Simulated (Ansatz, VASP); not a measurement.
**Li4P4H88C45O33F24 in two plane-wave programs**

Aim: how closely do two programs agree when they are given the same cell, functional and k mesh? The cell is taken from a series of runs on this material, whose earlier steps may have relaxed, scaled, displaced or heated it; both programs get it as it stands.

Calculated with Ansatz 0.2.0; plane waves, with VASP 6.6.1 beside it; single point at PBE with D3(BJ).

## 1. The starting structure

The cell holds 198 atoms: 45 C, 33 O, 88 H, 4 P, 24 F and 4 Li. Its edges and angles: a = 13.146 Å, b = 13.146 Å, c = 13.146 Å, α = 90.0°, β = 90.0°, γ = 90.0°.

## 2. VASP: single point, PBE with D3(BJ)

With cell and atoms fixed, the geometry can't cause a difference; cores, projectors, grids and the points listed under the comparison can.

Lines of VASP's logs that name or quote its potential files are left out, and so is its time.

INCAR

```
SYSTEM = Li4P4H88C45O33F24
PREC = Accurate
ENCUT = 750
EDIFF = 1E-06
NELM = 120
ISMEAR = 0
SIGMA = 0.01
LREAL = Auto
ALGO = Normal
GGA = PE
IVDW = 12
NBANDS = 471
LORBIT = 11
LWAVE = .FALSE.
LCHARG = .FALSE.
ISIF = 2
LASPH = .TRUE.
GGA_COMPAT = .FALSE.
EFERMI = MIDGAP
```

POSCAR

```
Li4P4H88C45O33F24
1.0
   13.1456900000      0.0000000000      0.0000000000
    0.0000000000     13.1456900000      0.0000000000
    0.0000000000      0.0000000000     13.1456900000
C O H P F Li
45 33 88 4 24 4
Direct
    0.7678300000      0.4176400000      0.8886500000
    0.8745500000      0.4263500000      0.0347900000
    0.9817900000      0.3994300000      0.0636300000
    0.1435200000      0.4641400000      0.0582400000
    0.5612400000      0.0008200000      0.7241000000
    0.7343200000      0.9791700000      0.7282900000
    0.8337400000      0.0422600000      0.7292000000
    0.9129900000      0.1941300000      0.6803700000
    0.2906300000      0.5239500000      0.5138800000
    0.2132700000      0.6892000000      0.4576000000
    0.1005700000      0.7147800000      0.4392400000
    0.0864400000      0.6659300000      0.2694600000
    0.1478800000      0.6728900000      0.7930600000
    0.1429600000      0.5011900000      0.7406200000
    0.1183000000      0.3946900000      0.7792400000
    0.2136500000      0.2891900000      0.6755200000
    0.2965600000      0.6666400000      0.0860600000
    0.2548600000      0.8411000000      0.0862000000
    0.2702500000      0.9221200000      0.1584000000
    0.3897200000      0.0428500000      0.1951400000
    0.6312800000      0.0088800000      0.0342800000
    0.6733500000      0.8546000000      0.1203400000
    0.6397500000      0.7824800000      0.2025800000
    0.4906300000      0.6994000000      0.2709200000
    0.5601000000      0.3998600000      0.0781800000
    0.4362900000      0.3024900000      0.0226000000
    0.4322900000      0.4070400000      0.9678900000
    0.3516500000      0.3888600000      0.2793000000
    0.3599100000      0.2730200000      0.3860700000
    0.4593800000      0.2848400000      0.3450600000
[... 162 atom lines left out ...]
    0.2302200000      0.8439100000      0.6605300000
    0.2075300000      0.9035400000      0.4960300000
    0.4646400000      0.8409600000      0.0945100000
    0.9659900000      0.5382200000      0.8965700000
    0.0757300000      0.4990400000      0.4428400000
    0.6924900000      0.1543000000      0.6081300000
```

KPOINTS

```
Automatic mesh
0
Gamma
1 1 1
0 0 0
```

Potentials, in the order of the species: C, O, H, P, F and Li_sv (PBE family, release 64).

Run with:

```console
$ export OMP_NUM_THREADS=3
$ mpirun -np 1 vasp_gam
```

Numbers of over 12 decimals in the logs are rounded to 6 here.

The program printed:

```text
[banner, memory and clock lines left out]
running    1 mpi-ranks, on    1 nodes
[...]
Offloading initialized ...    1 GPUs detected
[...]
LDA part: xc-table for (Slater+PW92), standard interpolation
 POSCAR, INCAR and KPOINTS ok, starting setup
[...]
entering main loop
       N       E                     dE             d eps       ncg     rms          rms(c)
DAV:   1     0.696766877355E+04    0.69677E+04   -0.44337E+05   950   0.179E+03
DAV:   2    -0.412217455712E+03   -0.73799E+04   -0.70133E+04  1158   0.380E+02
DAV:   3    -0.115621849626E+04   -0.74400E+03   -0.73763E+03  1117   0.126E+02
DAV:   4    -0.118256121565E+04   -0.26343E+02   -0.26224E+02  1228   0.213E+01
[...]
DAV:  19    -0.109724691466E+04    0.28234E-05   -0.38173E-06  1100   0.560E-03    0.228E-03
DAV:  20    -0.109724691354E+04    0.11192E-05   -0.75148E-07   756   0.311E-03    0.109E-03
DAV:  21    -0.109724691311E+04    0.43011E-06   -0.41818E-07   796   0.249E-03
   1 F= -.11068208E+04 E0= -.11068208E+04  d E =0.000000E+00
```

From OUTCAR (step 2):

```text
  FREE ENERGIE OF THE ION-ELECTRON SYSTEM (eV)
  ---------------------------------------------------
  free  energy   TOTEN  =     -1106.8207876985 eV

  energy  without entropy=    -1106.8207876985  energy(sigma->0) =    -1106.82078770
```

The run ends at a pressure of 2.58 GPa, with forces up to 5.9 eV/Å.

## 3. Ansatz: single point, PBE with D3(BJ)

Ansatz runs on its default PAW (the set named soft_2) files.

The same cell, functional and mesh now go to Ansatz, which takes its cutoff from its data sets.

input.yaml

```yaml
crystal:
  lattice:
    - [13.14569, 0.0, 0.0]
    - [0.0, 13.14569, 0.0]
    - [0.0, 0.0, 13.14569]
  atoms:
    - { symbol: C, position: [0.76783, 0.41764, 0.88865] }
    - { symbol: O, position: [0.87017, 0.42558, 0.92772] }
    - { symbol: C, position: [0.87455, 0.42635, 0.03479] }
    - { symbol: C, position: [0.98179, 0.39943, 0.06363] }
    - { symbol: O, position: [0.0436, 0.47456, 0.02072] }
    - { symbol: C, position: [0.14352, 0.46414, 0.05824] }
    - { symbol: H, position: [0.71676, 0.46872, 0.92869] }
    - { symbol: H, position: [0.74771, 0.33627, 0.89731] }
    - { symbol: H, position: [0.77518, 0.43144, 0.80291] }
    - { symbol: H, position: [0.84874, 0.50149, 0.04884] }
    - { symbol: H, position: [0.82587, 0.36594, 0.07281] }
    - { symbol: H, position: [0.99421, 0.40512, 0.14304] }
    - { symbol: H, position: [0.00527, 0.32954, 0.0307] }
    - { symbol: H, position: [0.1869, 0.53068, 0.02777] }
    - { symbol: H, position: [0.16391, 0.38937, 0.02198] }
    - { symbol: H, position: [0.14372, 0.46754, 0.14506] }
    - { symbol: C, position: [0.56124, 0.00082, 0.7241] }
    - { symbol: O, position: [0.65474, 0.05341, 0.718] }
    - { symbol: C, position: [0.73432, 0.97917, 0.72829] }
    - { symbol: C, position: [0.83374, 0.04226, 0.7292] }
    - { symbol: O, position: [0.82559, 0.12703, 0.65926] }
    - { symbol: C, position: [0.91299, 0.19413, 0.68037] }
    - { symbol: H, position: [0.56222, 0.94737, 0.66445] }
    - { symbol: H, position: [0.49532, 0.05252, 0.71434] }
    - { symbol: H, position: [0.5538, 0.96366, 0.79637] }
    - { symbol: H, position: [0.73502, 0.9341, 0.80143] }
    - { symbol: H, position: [0.73119, 0.92456, 0.66453] }
    - { symbol: H, position: [0.84595, 0.07626, 0.804] }
    - { symbol: H, position: [0.89462, 0.99294, 0.70741] }
    - { symbol: H, position: [0.9018, 0.23474, 0.74964] }
[... 162 atom lines left out ...]
    - { symbol: F, position: [0.23022, 0.84391, 0.66053] }
    - { symbol: F, position: [0.20753, 0.90354, 0.49603] }
    - { symbol: Li, position: [0.46464, 0.84096, 0.09451] }
    - { symbol: Li, position: [0.96599, 0.53822, 0.89657] }
    - { symbol: Li, position: [0.07573, 0.49904, 0.44284] }
    - { symbol: Li, position: [0.69249, 0.1543, 0.60813] }
kpoints:
  mp_grid: { grid: [1, 1, 1] }
hamiltonian:
  xc: pbe
  dispersion: d3bj
scf:
  occupations: { method: fixed }
output:
  forces: true
  stress: true
  populations: true
  dos:
    method: { smearing: { sigma: 0.1 } }
    de: 0.1
    projected: { site_lists: { C: [C], F: [F], H: [H], Li: [Li], O: [O] } }
  eigenvalues: true
```

Run with:

```console
$ ansatz run input.yaml --threads 4 --pin off --max-ram 8192MiB --backend cpu --events-out ev --progress --plain --runs-dir out
```

The program printed:

```text
Engine: ansatz 0.2.0, aarch64-unknown-linux-gnu
Pseudopotentials: kind: paw
Pseudopotential: C, paw, valence charge 4, recommended cutoff 420 eV (normal), C.paw.azcp
Pseudopotential: O, paw, valence charge 6, recommended cutoff 420 eV (normal), O.paw.azcp
Pseudopotential: H, paw, valence charge 1, recommended cutoff 420 eV (normal), H.paw.azcp
Pseudopotential: P, paw, valence charge 5, recommended cutoff 420 eV (normal), P.paw.azcp
Pseudopotential: F, paw, valence charge 7, recommended cutoff 420 eV (normal), F.paw.azcp
Pseudopotential: Li, paw, valence charge 3, recommended cutoff 420 eV (normal), Li.paw.azcp
Functional definition: PBE
  parameter kappa = 0.804
  parameter beta = 0.066725
  exchange = pbe_x(kappa = kappa, mu = beta*pi^2/3)
  correlation = pbe_c(beta = beta)
Crystal: 198 atoms, lattice volume = 2271.696 Å³
Basis set: ecut = 420 eV, 44299 PW (Γ), exchange–correlation on 180×180×180 points (8 copies of the dense FFT grid, shifted against one another)
Bands: 531, of which v1, the nominal top of the filled ones, is band 333 counted from 1 (332 counted from 0)
Symmetry: 1 space group operations
Space group: P1 (ITA 1), of the structure as read, at distance tolerance 1.3e-4 Å
k-points: 1
Non-local potential: C, projectors of the file, l = 0: 2, l = 1: 2, l = 2: 1
Non-local potential: O, projectors of the file, l = 0: 2, l = 1: 2, l = 2: 1
Non-local potential: H, projectors of the file, l = 0: 2, l = 1: 1
Non-local potential: P, projectors of the file, l = 0: 2, l = 1: 2, l = 2: 2
Non-local potential: F, projectors of the file, l = 0: 2, l = 1: 2, l = 2: 1
Non-local potential: Li, projectors of the file, l = 0: 3, l = 1: 2, l = 2: 1
PAW form: soft (Blöchl's): semilocal exchange-correlation on the pseudo side does not see the compensation charge
PAW one-centre angular grid: C, 110 points (default); XC on 64 Gauss nodes
PAW one-centre angular grid: O, 110 points (default); XC on 64 Gauss nodes
PAW one-centre angular grid: H, 110 points (default); XC on 64 Gauss nodes
PAW one-centre angular grid: P, 110 points (default); XC on 64 Gauss nodes
PAW one-centre angular grid: F, 110 points (default); XC on 64 Gauss nodes
PAW one-centre angular grid: Li, 110 points (default); XC on 64 Gauss nodes
Initial density: superposition of atomic densities (neutral atoms: chi_scale 0, normalization atom), corrected by the library's trained network
Initial wavefunctions: pseudopotential atomic-orbital guess
Functional: x = pbe(κ = 0.804, μ = 0.219515), c = pbe(β = 0.066725)
SCF iter   1: F=—  HF=-54666.246724 eV  |F-HF|=—  |Δ(HF+E_count)|=         —  Δρ=5.57e-3  dr2=9.40e-1  ethr=1.77e-3  ⟨swp⟩=4.0  Hψ=2040  notcnv=0  defer=194
preconditioner: auto → Resta (q_TF=auto, 2.224 Å⁻¹)  ε∞=2.4  [insulator: Δε(μ)=4.595 eV  Ē_g=17.045 eV  n_scr=436 (ndim 8)  ℏωp=19.8 eV  f_vac=0.310  ε∞_Penn≈2.4]
SCF iter   2: F=—  HF=-54666.034234 eV  |F-HF|=—  |Δ(HF+E_count)|=   2.12e-1  Δρ=2.92e-3  dr2=2.22e-1  ethr=1.41e-4  ⟨swp⟩=3.0  Hψ=888  notcnv=0  defer=196
SCF iter   3: F=—  HF=-54666.001394 eV  |F-HF|=—  |Δ(HF+E_count)|=   3.28e-2  Δρ=1.63e-3  dr2=7.56e-2  ethr=3.33e-5  ⟨swp⟩=3.0  Hψ=642  notcnv=0  defer=196
SCF iter   4: F=—  HF=-54665.985558 eV  |F-HF|=—  |Δ(HF+E_count)|=   1.58e-2  Δρ=6.19e-4  dr2=1.04e-2  ethr=1.14e-5  ⟨swp⟩=3.0  Hψ=908  notcnv=0  defer=196
SCF iter   5: F=—  HF=-54665.983514 eV  |F-HF|=—  |Δ(HF+E_count)|=   2.04e-3  Δρ=2.72e-4  dr2=1.68e-3  ethr=1.57e-6  ⟨swp⟩=3.0  Hψ=720  notcnv=0  defer=196
SCF iter   6: F=—  HF=-54665.983249 eV  |F-HF|=—  |Δ(HF+E_count)|=   2.65e-4  Δρ=1.11e-4  dr2=2.41e-4  ethr=2.53e-7  ⟨swp⟩=2.0  Hψ=662  notcnv=0  defer=196
SCF iter   7: F=—  HF=-54665.983234 eV  |F-HF|=—  |Δ(HF+E_count)|=   1.51e-5  Δρ=3.21e-5  dr2=2.06e-5  ethr=3.61e-8  ⟨swp⟩=2.0  Hψ=654  notcnv=0  defer=196
SCF iter   8: F=—  HF=-54665.983762 eV  |F-HF|=—  |Δ(HF+E_count)|=   5.28e-4  Δρ=1.85e-5  dr2=6.67e-6  ethr=3.09e-9  ⟨swp⟩=3.0  Hψ=1030  notcnv=0  defer=196
SCF iter   9: F=—  HF=-54665.983761 eV  |F-HF|=—  |Δ(HF+E_count)|=   6.01e-7  Δρ=5.65e-6  dr2=6.40e-7  ethr=1.00e-9  ⟨swp⟩=3.0  Hψ=663  notcnv=0  defer=196
SCF iter  10: F=-54665.983761 eV  HF=-54665.983761 eV  |F-HF|=2.09e-8  |Δ(HF+E_count)|=   6.43e-8  Δρ=2.07e-6  dr2=9.01e-8  ethr=1.50e-11  ⟨swp⟩=22.0  Hψ=4581  notcnv=0
SCF 1 converged in 10 iterations: F = -54665.983761 eV  dr2 = 9.01e-8
  greatest PAW one-centre occupation: 1.000 electrons in one spin orbital (limit 2), on the Li atom at site 194 (counted from 0), in its partial waves of l = 0
SCF converged after 10 iterations
Free energy (F): -54665.983761 eV
Harris-Foulkes:  -54665.983761 eV  (|F-HF|=2.09e-8)
Internal energy: -54665.983761 eV  (E = F + TS)
E sigma→0 (E₀):  -54665.983761 eV
Fermi energy:    -0.502295 eV
--- Per-component energies (eV) ---
  E_band       = -6275.228127
  E_kinetic    = 16526.494975
  E_local      = -67106.110981  (includes V_loc(G=0)·N_el)
[...]
--- Löwdin populations: 198 sites ---
  site symbol       q [e]
     0      C      4.2230
     1      O      6.3761
     2      C      4.0640
     3      C      4.0620
     4      O      6.3625
     5      C      4.1985
     6      H      0.8096
     7      H      0.8095
     8      H      0.7890
     9      H      0.8007
    10      H      0.8250
    11      H      0.7999
    12      H      0.8142
    13      H      0.8173
    14      H      0.8269
    15      H      0.8262
    16      C      4.2363
    17      O      6.3567
    18      C      4.0509
    19      C      4.0604
    20      O      6.3845
    21      C      4.2456
    22      H      0.8003
    23      H      0.7725
[...]
190      F      7.4849
   191      F      7.5018
   192      F      7.4767
   193      F      7.4869
   194     Li      2.2428
   195     Li      2.2361
   196     Li      2.2237
   197     Li      2.2101
  spilling = 0.012702 (of n_electrons = 666.000000)
```

## 4. Differences

Known differences besides the potentials themselves: fixed occupations in Ansatz, narrow Gaussian smearing in VASP; the cutoff is 420 eV in Ansatz and 750 eV in VASP (PREC = Accurate, projectors in real space). Total energies have different zeros and are not compared.

Both answers:

```
              quantity  Ansatz   VASP  difference
        pressure (GPa)    2.36   2.58       -0.21
gap on the k mesh (eV)   3.944  3.912      +0.032
```

Forces on 10 of the 198 atoms, those with the largest forces and the largest differences (eV/Å; atoms numbered as in POSCAR):

```
atom          Ansatz x, y, z            VASP x, y, z
 C16  -1.646, -2.680, -2.173  -1.536, -2.737, -2.214
 C28   -0.532, 3.453, -4.342   -0.403, 3.414, -4.330
 C29   -1.687, -3.826, 3.925   -1.634, -3.996, 4.024
 C30   5.029, -2.075, -0.839   5.108, -2.187, -0.730
 C45  -2.115, -2.136, -1.991  -2.271, -2.145, -2.076
 O58    0.284, 0.812, -0.754    0.643, 0.931, -0.440
 O61    1.009, 0.286, -0.346    0.807, 0.543, -0.612
 O69    1.371, -2.375, 2.449    1.501, -2.446, 2.415
 O73  -0.809, -0.980, -0.948  -0.499, -0.722, -0.892
F190   -0.055, 2.722, -2.804   -0.026, 2.827, -2.864
```

The forces differ by 67 meV/Å r.m.s., which is 6.1 % of the r.m.s. force of 1.085 eV/Å (both taken over all components). A gap on the mesh is an upper bound, since the band edges may lie between its points.

## 5. Outcome

- r.m.s. force difference (single point, PBE with D3(BJ)): 6.1 % of the r.m.s. force

The r.m.s. force difference is 6.1 % of the r.m.s. force (single point, PBE with D3(BJ)), beyond the 3 % picked in this series as the mark of a large difference. What causes the difference of the single point, PBE with D3(BJ) pair stays open here. Such differences can come from data sets, numerical settings and the points named under the comparisons, not from the functional's error against experiment.

[Lines on the potential files, build, host, timing and source positions are cut from VASP's logs without a mark.]

[Logs are printed without paths, hosts, clocks, repeated set-up lines and the standing remarks that a program may print on its own settings, such as how far it seeks lower states.]

[Hosts, paths, dates, database ids (printed as entryN), source tags and the programs' standing remarks are cut or masked in the printed files.]
